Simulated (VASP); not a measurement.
Output of a VASP run:

**OSZICAR**
```
       N       E                     dE             d eps       ncg     rms          rms(c)
DAV:   1     0.290958122495E+03    0.29096E+03   -0.29187E+04    82   0.118E+03
DAV:   2    -0.120473017602E+03   -0.41143E+03   -0.37840E+03   115   0.270E+02
DAV:   3    -0.146089483084E+03   -0.25616E+02   -0.25401E+02   100   0.789E+01
DAV:   4    -0.146555221572E+03   -0.46574E+00   -0.46547E+00    92   0.112E+01
DAV:   5    -0.146569779649E+03   -0.14558E-01   -0.14555E-01   100   0.185E+00    0.249E+01
DAV:   6    -0.129941495837E+03    0.16628E+02   -0.54023E+01    83   0.300E+01    0.115E+01
DAV:   7    -0.128439811949E+03    0.15017E+01   -0.20741E+00    92   0.649E+00    0.701E+00
DAV:   8    -0.128024426003E+03    0.41539E+00   -0.16398E+00   100   0.543E+00    0.794E-01
DAV:   9    -0.128024032823E+03    0.39318E-03   -0.40846E-02    99   0.938E-01    0.404E-01
DAV:  10    -0.128031904007E+03   -0.78712E-02   -0.69525E-03   100   0.425E-01    0.967E-02
DAV:  11    -0.128032577141E+03   -0.67313E-03   -0.12414E-03   100   0.166E-01    0.664E-02
DAV:  12    -0.128032557875E+03    0.19266E-04   -0.34619E-04   100   0.806E-02    0.601E-03
DAV:  13    -0.128032559714E+03   -0.18392E-05   -0.84181E-06   116   0.152E-02    0.293E-03
DAV:  14    -0.128032559953E+03   -0.23924E-06   -0.25144E-07    68   0.275E-03
   1 F= -.12803256E+03 E0= -.12803256E+03  d E =-.690878E-56
```

File OUTCAR:
```
------------------------ aborting loop because EDIFF is reached ----------------------------------------
  FORCE on cell =-STRESS in cart. coord.  units (eV):
  Direction    XX          YY          ZZ          XY          YZ          ZX
  --------------------------------------------------------------------------------------
  Total       10.9264906     10.9264905     -1.3667800     -0.0000025      0.0000000      0.0000000
  in kB      108.9558391    108.9558381    -13.6291391     -0.0000251      0.0000000      0.0000000
  external PRESSURE =      68.0941794 kB  Pullay stress =       0.0000000 kB
  volume of cell :      160.67
      direct lattice vectors                 reciprocal lattice vectors
     5.012786000  0.000000000  0.000000000     0.199489865  0.115175573  0.000000000
    -2.506394000  4.341200000  0.000000000     0.000000000  0.230351055  0.000000000
     0.000000000  0.000000000  7.383322000     0.000000000  0.000000000  0.135440388
  FREE ENERGIE OF THE ION-ELECTRON SYSTEM (eV)
  ---------------------------------------------------
  free  energy   TOTEN  =      -128.0325599530 eV

  energy  without entropy=     -128.0325599530  energy(sigma->0) =     -128.03255995
```
(Selected blocks of OUTCAR.)

File POSCAR:
```
BN
1
    5.0127860000     0.0000000000     0.0000000000
   -2.5063940000     4.3412000000     0.0000000000
    0.0000000000     0.0000000000     7.3833220000
B N
8 8
Direct
  0.3333340000   0.1666660000   0.7500000000
  0.3333340000   0.6666660000   0.7500000000
  0.8333340000   0.1666660000   0.7500000000
  0.8333340000   0.6666660000   0.7500000000
  0.1666660000   0.3333340000   0.2500000000
  0.1666660000   0.8333340000   0.2500000000
  0.6666660000   0.3333340000   0.2500000000
  0.6666660000   0.8333340000   0.2500000000
  0.0000000000   0.0000000000   0.7500000000
  0.0000000000   0.5000000000   0.7500000000
  0.5000000000   0.0000000000   0.7500000000
  0.5000000000   0.5000000000   0.7500000000
  0.0000000000   0.0000000000   0.2500000000
  0.0000000000   0.5000000000   0.2500000000
  0.5000000000   0.0000000000   0.2500000000
  0.5000000000   0.5000000000   0.2500000000
```

**Question.** Reconstruct the remaining input files.

**Answer.** This is not unique; one that fits is the input of the run itself, PBE GGA, plane waves, VASP's PBE PAW potentials (set 64).

**INCAR**
```
# general
SYSTEM = BN
PREC   = Accurate
ENCUT  = 400
LREAL  = Auto   # projection in real space or not
LASPH  = .TRUE.

# electronic loop
EDIFF  = 1E-6   # SCF stop (eV)
NELM   = 100   # most electronic steps
ALGO   = Normal

# smearing
ISMEAR = 0   # Gaussian
SIGMA  = 0.01   # width (eV)

# functional
GGA    = PE

# ions
ISIF   = 2   # forces and stress, cell fixed

# output
LWAVE  = .FALSE.
LCHARG = .FALSE.
```

File KPOINTS:
```
Automatic mesh
0
Gamma
1 1 1
0 0 0
```

POTCAR, in this order: B N (PBE.64 set). Program: vasp_std.

At this cut-off the stress carries a Pulay error, which pulls relaxed volumes low.

The structure comes from a computed database's BN entry; how it stands against other phases isn't given here. The cell was not relaxed at this level. The k-mesh is coarse (spacing up to 1.45 per Å, 2π included), so the numbers may not be converged in it. The run is one of a series of settings (LREAL = Auto, KPOINTS 1×1×1 Γ-centred mesh against the base run), some of them coarse on purpose.
